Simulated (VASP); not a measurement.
**A vacancy on the Hf site in HfB2**

Wanted: what a vacancy on the Hf site costs in HfB2 and how the lattice relaxes round it. The start is a cell from a database of measured crystal structures.

Main program and level: VASP 6.6.1; LDA; plane waves and PAW (Hf, B), in the first sound run; inputs show where later runs differ.

Report form: the programs' logs are mostly left out.

**1. The host crystal**

Symmetry: P6/mmm, No. 191, hexagonal system. The conventional cell has a = 3.140 Å, b = 3.140 Å, c = 3.480 Å, α = 90.00°, β = 90.00°, γ = 120.00°. Nearest to Hf lie 12 B at 2.51 Å. Nearest to B lie 3 B at 1.81 Å and 6 Hf at 2.51 Å. Farther neighbours are not listed.

Structure file:

```cif
data_structure
_symmetry_space_group_name_H-M 'P 1'
_symmetry_Int_Tables_number 1
_cell_length_a 3.1400
_cell_length_b 3.1400
_cell_length_c 3.4800
_cell_angle_alpha 90.000
_cell_angle_beta 90.000
_cell_angle_gamma 120.000
_cell_volume 29.71
loop_
_atom_site_label
_atom_site_type_symbol
_atom_site_fract_x
_atom_site_fract_y
_atom_site_fract_z
_atom_site_occupancy
Hf1 Hf 0.00000 0.00000 0.00000 1
B2 B 0.66667 0.33333 0.50000 1
B3 B 0.33333 0.66667 0.50000 1
```

**2. The host at zero pressure**

The later steps need the crystal at this functional's own lattice; a raised cutoff keeps the stress reliable while the cell changes.

The input, INCAR:

```
SYSTEM = HfB2
PREC = Accurate
ENCUT = 420
EDIFF = 1E-06
NELM = 120
ISMEAR = 0
SIGMA = 0.05
LREAL = .FALSE.
ALGO = Normal
GGA = CA
NBANDS = 11
LASPH = .TRUE.
LORBIT = 11
LWAVE = .FALSE.
LCHARG = .FALSE.
KPAR = 4
IBRION = 2
NSW = 40
ISIF = 3
EDIFFG = -0.02
POTIM = 0.4
```

The input, POSCAR:

```
HfB2
1.0
    3.1400000000      0.0000000000      0.0000000000
   -1.5700000000      2.7193197679      0.0000000000
    0.0000000000      0.0000000000      3.4800000000
Hf B
1 2
Direct
    0.0000000000      0.0000000000      0.0000000000
    0.6666666667      0.3333333333      0.5000000000
    0.3333333333      0.6666666667      0.5000000000
```

The input, KPOINTS:

```
Automatic mesh
0
Gamma
7 7 6
0 0 0
```

PAW data sets: Hf and B (LDA family, release 64).

Run with:

```bash
mpirun -np 4 vasp_std
```

Elapsed: 3.2 s, on 4 MPI ranks of Intel Xeon 6975P-C (Granite Rapids), shared host; peak memory 0.52 GiB; 11 s of CPU time.

The k-mesh is coarse for a metal. The data set Hf keeps the semicore shell frozen, which is cheaper and a little less accurate. The run keeps the 24 symmetry operations of its start, so it cannot find a distortion of lower symmetry.

Relaxation path:

```csv
step,energy less that of the first step (eV),largest force (eV/Å),pressure (GPa),volume (Å³)
1,0.0000,0.0000,-9.52,29.71
2,-0.0026,0.0000,10.22,27.74
3,-0.0318,0.0000,-0.05,28.68
4,-0.0317,0.0000,0.15,28.66
5,-0.0319,0.0000,0.16,28.66
```

```
conventional cell, symmetrised  before  after  change
                         a (Å)   3.140  3.105  -1.1 %
                         b (Å)   3.140  3.105  -1.1 %
                         c (Å)   3.480  3.433  -1.3 %
              volume (Å³/atom)    9.90   9.55  -3.6 %
```

Final coordinates:

```xyz
3
Lattice="3.1046 0.0000 0.0000 -1.5523 2.6886 0.0000 0.0000 0.0000 3.4334" Properties=species:S:1:pos:R:3 pbc="T T T"
Hf    0.0000    0.0000    0.0000
B     1.5523    0.8962    1.7167
B     0.0000    1.7924    1.7167
```

Numbers from this step:

```yaml
electronic_cycles: 30
electrons: 10
free_energy_toten: -29.03 eV
energy_at_zero_smearing: -29.03 eV
fermi_energy: 8.091 eV
labelled_metallic_from_the_levels_on_this_mesh: yes
```

The run ended after 5 ionic steps, 0.032 eV below its first step, once forces and stress met EDIFFG = -0.02.

**3. The supercell without the defect**

System of this step: HfB2. It takes space group P6/mmm (No. 191, hexagonal). The conventional cell has a = 3.105 Å, b = 3.105 Å, c = 3.433 Å, α = 90.00°, β = 90.00°, γ = 120.00°. Nearest to Hf lie 12 B at 2.48 Å. B has 3 B at 1.79 Å and 6 Hf at 2.48 Å nearest. Farther neighbours are not listed.

The same cell, mesh and cutoff without the defect give the energy to subtract and, in a gapped host, the band edges to count from, so that most errors cancel.

The input, INCAR:

```
SYSTEM = HfB2
PREC = Normal
ENCUT = 320
EDIFF = 1E-05
NELM = 120
ISMEAR = 1
SIGMA = 0.2
LREAL = Auto
ALGO = Fast
GGA = CA
NBANDS = 88
LASPH = .TRUE.
LORBIT = 11
LWAVE = .FALSE.
LCHARG = .FALSE.
KPAR = 4
```

The input, POSCAR:

```
HfB2
1.0
   -4.6568289577      2.6886214523      3.4333544687
    4.6568289577     -2.6886214523      3.4333544687
    4.6568289579      8.0658643569    -10.3000634061
Hf B
12 24
Direct
    0.0000000000      0.0000000000      0.0000000000
    0.5000000000      0.5000000000      0.0000000000
    0.5000000000      0.0000000000      0.1666666667
    0.0000000000      0.5000000000      0.1666666667
    0.0000000000      0.0000000000      0.3333333333
    0.5000000000      0.5000000000      0.3333333333
    0.5000000000      0.0000000000      0.5000000000
    0.0000000000      0.5000000000      0.5000000000
    0.0000000000      0.0000000000      0.6666666667
    0.5000000000      0.5000000000      0.6666666667
    0.5000000000      0.0000000000      0.8333333333
    0.0000000000      0.5000000000      0.8333333333
    0.4166666666      0.5833333333      0.1666666667
    0.9166666666      0.0833333334      0.1666666667
    0.9166666666      0.5833333334      0.3333333333
    0.4166666666      0.0833333334      0.3333333333
    0.4166666666      0.5833333333      0.5000000000
    0.9166666666      0.0833333334      0.5000000000
    0.9166666666      0.5833333333      0.6666666667
    0.4166666666      0.0833333334      0.6666666667
    0.4166666666      0.5833333333      0.8333333333
    0.9166666666      0.0833333333      0.8333333333
    0.9166666666      0.5833333334      0.0000000000
    0.4166666666      0.0833333333      0.0000000000
    0.5833333333      0.4166666666      0.1666666667
    0.0833333333      0.9166666666      0.1666666667
    0.0833333333      0.4166666666      0.3333333333
    0.5833333333      0.9166666666      0.3333333333
    0.5833333333      0.4166666666      0.5000000000
    0.0833333333      0.9166666666      0.5000000000
    0.0833333333      0.4166666666      0.6666666667
    0.5833333333      0.9166666666      0.6666666667
    0.5833333333      0.4166666666      0.8333333333
    0.0833333333      0.9166666666      0.8333333333
    0.0833333333      0.4166666666      0.0000000000
    0.5833333333      0.9166666666      0.0000000000
```

The input, KPOINTS:

```
Automatic mesh
0
Gamma
5 5 5
0 0 0
```

Run with:

```bash
mpirun -np 4 vasp_std
```

It took 60 s on 4 MPI ranks; peak memory 1.4 GiB; 3.5 min of CPU time.

This step gave:

| Item | Value |
| --- | --- |
| electronic cycles | 16 |
| electrons | 120 |
| free energy (TOTEN) | -348.2941 eV |
| energy at zero smearing | -348.2970 eV |
| Fermi energy | 8.361 eV |

The host is treated as a metal, as its relaxation found a gap under 0.3 eV or none, and only the neutral defect is run.

**4. Reference Hf**

This step: LDA; plane waves and PAW (Hf) (VASP 6.6.1).

System of this step: Hf. Symmetry: P6_3/mmc, No. 194, hexagonal system. The conventional cell has a = 3.200 Å, b = 3.200 Å, c = 5.062 Å, α = 90.00°, β = 90.00°, γ = 120.00°. Nearest to Hf lie 12 Hf at 3.13 to 3.20 Å.

The reference for Hf is its crystal, relaxed at the cutoff of the large cell.

The input, INCAR:

```
SYSTEM = Hf
PREC = Normal
ENCUT = 320
EDIFF = 1E-05
NELM = 120
ISMEAR = 1
SIGMA = 0.1
LREAL = Auto
ALGO = Fast
GGA = CA
NBANDS = 10
LASPH = .TRUE.
LORBIT = 11
LWAVE = .FALSE.
LCHARG = .FALSE.
KPAR = 4
IBRION = 2
NSW = 25
ISIF = 3
EDIFFG = -0.02
POTIM = 0.4
```

The input, POSCAR:

```
Hf
1.0
    3.2000000000      0.0000000000      0.0000000000
   -1.6000000000      2.7712812921      0.0000000000
    0.0000000000      0.0000000000      5.0624000000
Hf
2
Direct
    0.0000000000      0.0000000000      0.0000000000
    0.3333333333      0.6666666667      0.5000000000
```

The input, KPOINTS:

```
Automatic mesh
0
Gamma
10 10 5
0 0 0
```

PAW data sets: Hf (LDA family, release 64).

Run with:

```bash
mpirun -np 4 vasp_std
```

It took 3 s on 4 MPI ranks; peak memory 0.44 GiB.

Relaxation path:

```
step  energy less that of the first step (eV)  largest force (eV/Å)  pressure (GPa)  volume (Å³)
   1                                   0.0000                0.0000           -9.00        44.89
   2                                  -0.0249                0.0000            9.85        38.65
   3                                  -0.1054                0.0000           -0.15        41.42
   4                                  -0.1054                0.0000            0.06        41.35
```

| conventional cell, symmetrised | before | after | change |
| --- | --- | --- | --- |
| a (Å) | 3.200 | 3.116 | -2.6 % |
| b (Å) | 3.200 | 3.116 | -2.6 % |
| c (Å) | 5.062 | 4.919 | -2.8 % |
| volume (Å³/atom) | 22.45 | 20.68 | -7.9 % |

The relaxed structure:

```xyz
2
Lattice="3.1156 0.0000 0.0000 -1.5578 2.6982 0.0000 0.0000 0.0000 4.9189" Properties=species:S:1:pos:R:3 pbc="T T T"
Hf    0.0000    0.0000    0.0000
Hf    0.0000    1.7988    2.4594
```

Numbers from this step:

```yaml
electronic_cycles: 27
electrons: 8
free_energy_toten: -21.50 eV
energy_at_zero_smearing: -21.50 eV
fermi_energy: 5.780 eV
```

The run ended after 4 ionic steps, 0.105 eV below its first step, once forces and stress met EDIFFG = -0.02.

Energy at zero smearing: -21.49814 eV.

**5. Reference B**

This step: LDA; plane waves and PAW (B) (VASP 6.6.1).

System of this step: B. The structure is trigonal, space group R-3m (No. 166). The conventional cell has a = 4.898 Å, b = 4.898 Å, c = 12.524 Å, α = 90.00°, β = 90.00°, γ = 120.00°. B has 6 B at 1.67 to 1.80 Å nearest. Nearest to B lie 5 B at 1.77 to 1.80 Å.

B is not exchanged here; its energy serves the host's formation enthalpy.

The input, INCAR:

```
SYSTEM = B
PREC = Normal
ENCUT = 320
EDIFF = 1E-05
NELM = 120
ISMEAR = 0
SIGMA = 0.1
LREAL = Auto
ALGO = Fast
GGA = CA
NBANDS = 30
LORBIT = 11
LWAVE = .FALSE.
LCHARG = .FALSE.
KPAR = 4
LASPH = .TRUE.
IBRION = 2
NSW = 25
ISIF = 3
EDIFFG = -0.02
POTIM = 0.4
```

The input, POSCAR:

```
B
1.0
    2.4491963929      1.4140441968      4.1747204365
   -2.4491963929      1.4140441968      4.1747204365
    0.0000000000     -2.8280883935      4.1747204365
B
12
Direct
    0.0099700400      0.6542851200      0.0099700400
    0.0099700400      0.0099700400      0.6542851200
    0.6542851200      0.0099700400      0.0099700400
    0.3457148800      0.9900299600      0.9900299600
    0.9900299600      0.3457148800      0.9900299600
    0.9900299600      0.9900299600      0.3457148800
    0.2205655700      0.6316348300      0.2205655700
    0.2205655700      0.2205655700      0.6316348300
    0.6316348300      0.2205655700      0.2205655700
    0.3683651700      0.7794344300      0.7794344300
    0.7794344300      0.3683651700      0.7794344300
    0.7794344300      0.7794344300      0.3683651700
```

The input, KPOINTS:

```
Automatic mesh
0
Gamma
7 7 7
0 0 0
```

Potentials, in the order of the species: B (LDA family, release 64).

Run with:

```bash
mpirun -np 4 vasp_std
```

Elapsed: 19 s, on 4 MPI ranks; peak memory 0.59 GiB; 67 s of CPU time.

The gap is read on the k-mesh alone, so it is an upper bound where the band edges lie off the mesh. The run keeps the 12 symmetry operations of its start, so it cannot find a distortion of lower symmetry.

The steps of the relaxation:

| step | energy less that of the first step (eV) | largest force (eV/Å) | pressure (GPa) | volume (Å³) |
| --- | --- | --- | --- | --- |
| 1 | 0.0000 | 0.1787 | -9.15 | 86.75 |
| 2 | -0.0714 | 0.4216 | 3.65 | 82.67 |
| 3 | -0.0877 | 0.2732 | -0.40 | 83.86 |
| 4 | -0.0972 | 0.1523 | 0.23 | 83.31 |
| 5 | -0.0976 | 0.1001 | 0.11 | 83.40 |
| 6 | -0.0988 | 0.0590 | -0.05 | 83.36 |
| 7 | -0.0990 | 0.0319 | 0.00 | 83.37 |
| 8 | -0.0991 | 0.0038 | 0.00 | 83.37 |

```csv
"conventional cell, symmetrised",before,after,change
a (Å),4.898,4.832,-1.4 %
b (Å),4.898,4.832,-1.4 %
c (Å),12.524,12.370,-1.2 %
volume (Å³/atom),7.23,6.95,-3.9 %
```

Final coordinates:

```xyz
12
Lattice="2.4159 1.3948 4.1234 -2.4159 1.3948 4.1234 0.0000 -2.7896 4.1234" Properties=species:S:1:pos:R:3 pbc="T T T"
B    -1.5548    0.8976    2.7843
B     0.0000   -1.7953    2.7843
B     1.5548    0.8976    2.7843
B    -1.5548   -0.8976    9.5859
B     1.5548   -0.8976    9.5859
B     0.0000    1.7953    9.5859
B    -0.9853    0.5689    4.4251
B     0.0000   -1.1377    4.4251
B     0.9853    0.5689    4.4251
B    -0.9853   -0.5689    7.9452
B     0.9853   -0.5689    7.9452
B     0.0000    1.1377    7.9452
```

Numbers from this step:

- electronic cycles: 41
- electrons: 36
- free energy (TOTEN): -89.5545 eV
- Fermi energy: 6.859 eV
- labelled metallic, from the levels on this mesh: no
- gap on the k-mesh: 1.352 eV
- least direct gap on the k-mesh: 1.684 eV

The run ended after 8 ionic steps, 0.099 eV below its first step, once forces and stress met EDIFFG = -0.02.

Energy at zero smearing: -89.55452 eV.

**6. Relaxing the defect**

This step: LDA; plane waves and PAW (Hf, B) (VASP 6.6.1).

System of this step: Hf11B24. The cell holds 35 atoms: 11 Hf and 24 B. Cell: a = 6.380 Å, b = 6.380 Å, c = 13.887 Å, α = 113.5°, β = 113.5°, γ = 114.9°. It derives from HfB2. Nearest the centre at fractional (0.000, 0.000, 0.000): B20 at 2.48 Å, B24 at 2.48 Å, B32 at 2.48 Å, B12 at 2.48 Å, B22 at 2.48 Å, B35 at 2.48 Å, B34 at 2.48 Å, B23 at 2.48 Å.

The host is treated as a metal, since its gap is under 0.3 eV or closed. The run keeps 8 symmetry operations, which cuts the number of k-points but bars distortions that break them. The atoms relax at the host's fixed cell.

The input, INCAR:

```
SYSTEM = Hf11B24
PREC = Normal
ENCUT = 320
EDIFF = 1E-05
NELM = 120
ISMEAR = 1
SIGMA = 0.2
LREAL = Auto
ALGO = Fast
GGA = CA
NBANDS = 84
LASPH = .TRUE.
LORBIT = 11
LWAVE = .FALSE.
LCHARG = .TRUE.
KPAR = 4
IBRION = 2
NSW = 50
ISIF = 2
EDIFFG = -0.03
POTIM = 0.4
MAXMIX = 40
ISYM = 2
```

The input, POSCAR:

```
Hf11B24
1.0
   -4.6568289577      2.6886214523      3.4333544687
    4.6568289577     -2.6886214523      3.4333544687
    4.6568289579      8.0658643569    -10.3000634061
Hf B
11 24
Direct
    0.5000000000      0.5000000000      0.0000000000
    0.5000000000      0.0000000000      0.1666666700
    0.0000000000      0.5000000000      0.1666666700
    0.0000000000      0.0000000000      0.3333333300
    0.5000000000      0.5000000000      0.3333333300
    0.5000000000      0.0000000000      0.5000000000
    0.0000000000      0.5000000000      0.5000000000
    0.0000000000      0.0000000000      0.6666666700
    0.5000000000      0.5000000000      0.6666666700
    0.5000000000      0.0000000000      0.8333333300
    0.0000000000      0.5000000000      0.8333333300
    0.4166666700      0.5833333300      0.1666666700
    0.9166666700      0.0833333300      0.1666666700
    0.9166666700      0.5833333300      0.3333333300
    0.4166666700      0.0833333300      0.3333333300
    0.4166666700      0.5833333300      0.5000000000
    0.9166666700      0.0833333300      0.5000000000
    0.9166666700      0.5833333300      0.6666666700
    0.4166666700      0.0833333300      0.6666666700
    0.4166666700      0.5833333300      0.8333333300
    0.9166666700      0.0833333300      0.8333333300
    0.9166666700      0.5833333300      0.0000000000
    0.4166666700      0.0833333300      0.0000000000
    0.5833333300      0.4166666700      0.1666666700
    0.0833333300      0.9166666700      0.1666666700
    0.0833333300      0.4166666700      0.3333333300
    0.5833333300      0.9166666700      0.3333333300
    0.5833333300      0.4166666700      0.5000000000
    0.0833333300      0.9166666700      0.5000000000
    0.0833333300      0.4166666700      0.6666666700
    0.5833333300      0.9166666700      0.6666666700
    0.5833333300      0.4166666700      0.8333333300
    0.0833333300      0.9166666700      0.8333333300
    0.0833333300      0.4166666700      0.0000000000
    0.5833333300      0.9166666700      0.0000000000
```

The input, KPOINTS:

```
Automatic mesh
0
Gamma
5 5 5
0 0 0
```

Potentials, in the order of the species: Hf and B (LDA family, release 64).

Run with:

```bash
mpirun -np 4 vasp_std
```

The job ended after 2 min (4 MPI ranks; peak memory 1.5 GiB).

The run keeps the 8 symmetry operations of its start, so it cannot find a distortion of lower symmetry.

Step by step:

```
step  energy less that of the first step (eV)  largest force (eV/Å)
   1                                   0.0000                0.3959
   2                                  -0.0371                0.1225
   3                                  -0.0434                0.0801
   4                                  -0.0475                0.0283
```

The atoms that moved most (Å):

```
atom      dx      dy      dz  length
 Hf5  -0.012  -0.020   0.000   0.023
 Hf9   0.012   0.020   0.000   0.023
 Hf3  -0.023   0.003   0.000   0.023
Hf11   0.023  -0.003   0.000   0.023
 Hf2   0.014  -0.018   0.000   0.023
Hf10  -0.014   0.018   0.000   0.023
 B13  -0.009  -0.013  -0.002   0.016
 B33   0.009   0.013   0.002   0.016
```

Final coordinates:

```xyz
35
Lattice="-4.6568 2.6886 3.4334 4.6568 -2.6886 3.4334 4.6568 8.0659 -10.3001" Properties=species:S:1:pos:R:3 pbc="T T T"
Hf    0.0000    0.0000    3.4334
Hf   -1.5378    2.6705    0.0000
Hf    3.0816    0.0035    0.0000
Hf    1.5462    2.6781   -3.4334
Hf    1.5406    2.6683    0.0000
Hf    0.0000    5.3772   -3.4334
Hf    4.6568    2.6886   -3.4334
Hf    3.1106    5.3878   -6.8667
Hf    3.1163    5.3975   -3.4334
Hf    1.5378    8.0840   -6.8667
Hf    6.2320    5.3738   -6.8667
B     1.5432    0.8830    1.7187
B    -3.1137    3.5717    1.7147
B    -0.0025    3.5785    1.7238
B    -0.0025    3.5785   -1.7238
B     3.1045    3.5848   -1.7167
B    -1.5523    6.2735   -1.7167
B     1.5565    6.2788   -1.7095
B     1.5565    6.2788   -5.1572
B     4.6637    6.2879   -5.1521
B     0.0068    8.9765   -5.1480
B    -1.5497    0.8947    5.1458
B    -1.5497    0.8947    1.7209
B    -0.0068    1.7779    1.7187
B     4.6500   -0.9107    1.7147
B     3.1004    1.7871   -1.7238
B     3.1004    1.7871    1.7238
B     1.5523    4.4810   -1.7167
B     6.2091    1.7924   -1.7167
B     4.6593    4.4873   -5.1572
B     4.6593    4.4873   -1.7095
B     3.1137    7.1828   -5.1521
B     7.7705    4.4942   -5.1480
B     1.5497   -0.8947    1.7209
B     1.5497   -0.8947    5.1458
```

This step gave:

- electronic cycles: 34
- electrons: 116
- free energy (TOTEN): -331.4814 eV
- energy at zero smearing: -331.4826 eV
- Fermi energy: 7.159 eV
- labelled metallic, from the levels on this mesh: yes

Valence density in the ac plane at fractional y = 0.000, through the centre, with atoms of Hf and B within 0.45 Å of it. It is the smooth field of the valence electrons, not physical close to the nuclei.

Ten even steps from '0' (0.02 e/Å³) to '9' (0.77 e/Å³), each cell a mean:
```
000248898776421000
013589864332210000
357996432222111223
998864322222235678
776532222223368898
333222223334689754
222223344568996432
222235788998864322
223368898776532222
234689864333222222
568996432222222344
999864322222235788
776532222223368898
333222223234689864
222222344568996432
222235788998864322
223368898776532222
234689864333222222
568996432222223344
998864322222235788
665432222223368898
211111223234699753
000011344568995310
000024688999852100
```
Columns run along a (6.4 Å), rows up along c (13.9 Å). Atoms in or near the plane, at fractional coordinates: Hf at (0.50, 0.17), Hf at (0.00, 0.33), Hf at (0.50, 0.50), Hf at (0.00, 0.67), Hf at (0.50, 0.83), B at (0.91, 0.16), B at (0.41, 0.33), B at (0.92, 0.50), B at (0.42, 0.67), B at (0.92, 0.84), B at (0.42, 0.00), B at (0.08, 0.16), B at (0.58, 0.33), B at (0.08, 0.50) and more.

The run ended after 4 ionic steps, 0.047 eV below its first step, once the forces on the free atoms met EDIFFG = -0.03.

The 12 first neighbours (B) lie 2.48 Å from the site in the perfect crystal and 2.48 Å on average after the relaxation (-0.2 %).

**7. Putting the energies together**

This step: point defect, LDA; plane waves and PAW (VASP 6.6.1).

No new run; the numbers come from the runs before.

Numbers from this step:

- formation energy of the neutral defect: 6.065 eV
- host formation enthalpy: -1.117 eV/atom

Formation energy:

| formation energy (eV) | largest move (Å) |
| --- | --- |
| 6.065 | 0.02344 |

The formation energy is the energy of the relaxed defect cell less that of the perfect cell, with each removed atom booked to its reference and each added atom taken from it.

References, in eV an atom: Hf -10.749 (crystal P6_3/mmc) and B -7.463 (crystal R-3m). They were run at the supercell's cutoff and functional, without U, and count both elements from their own phases.

**8. Outcome**

```yaml
formation_energy_at_charge_0: 6.065 eV
host_formation_enthalpy: -1.12 eV/atom
```

**Reading.** A vacancy on the Hf site costs 6.07 eV, with every exchanged atom at the energy of its element. The 12 first neighbours (B) lie 2.48 Å from the site in the perfect crystal and 2.48 Å on average after the relaxation (-0.2 %). With metallic smearing the value can move by tenths of an eV with the k mesh. The supercell of 36 atoms is small, so interactions between images remain.

[Lines on the potential files, build, host, timing and source positions are cut from VASP's logs without a mark.]

[Logs are printed without paths, hosts, clocks, repeated set-up lines and the standing remarks that a program may print on its own settings, such as how far it seeks lower states.]

[Hosts, paths, dates, database ids (printed as entryN), source tags and the programs' standing remarks are cut or masked in the printed files.]

[In band tables of VASP the shares of atoms and orbitals are scaled to a sum of 1 inside the atoms' spheres.]

[Runs that stopped without an error message from VASP are left out.]
